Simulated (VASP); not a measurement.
AlN (zinc blende):

```
CELL_PARAMETERS angstrom
      0.00000     2.19000     2.19000
      2.19000     0.00000     2.19000
      2.19000     2.19000     0.00000
ATOMIC_POSITIONS crystal
  Al 0.00000 0.00000 0.00000
  N  0.25000 0.25000 0.25000
```

The lowest empty band near X, direction across the valley's axis, from PBE with spin-orbit coupling in VASP (PAW); its two spin partners are averaged. The gap over the points computed is 3.31 eV, and the next band on that side lies 5.25 eV away at the edge.

Settings: 520 eV cut-off, 12×12×12 Γ-centred mesh, Gaussian smearing of 0.050 eV, potentials Al N.

```json
[
 {"distance from the edge in k (1/Å)": "0.018", "distance in energy (meV)": "3.8"},
 {"distance from the edge in k (1/Å)": "0.025", "distance in energy (meV)": "7.4"},
 {"distance from the edge in k (1/Å)": "0.035", "distance in energy (meV)": "14.4"},
 {"distance from the edge in k (1/Å)": "0.050", "distance in energy (meV)": "29.3"},
 {"distance from the edge in k (1/Å)": "0.070", "distance in energy (meV)": "57.2"}
]
```

Task: Fit E(1 + αE) = ħ²k²/2m* (ħ²/2m0 = 3.810 eV Å²) and predict the row at 0.095 1/Å.

Result: The rows don't resolve α, so a parabola serves: the electron mass is m* = 0.326 m0, and so 105.5 meV. The run gave 104.5 meV, -1.0 meV from the fit.

Left out are points under 3 meV from the edge, since the levels carry 0.1 meV, and points farther than half the way to the next band.

The compound is AlN in the zinc blende structure, a metastable form; wurtzite is the usual one. The cell was not relaxed at this level.
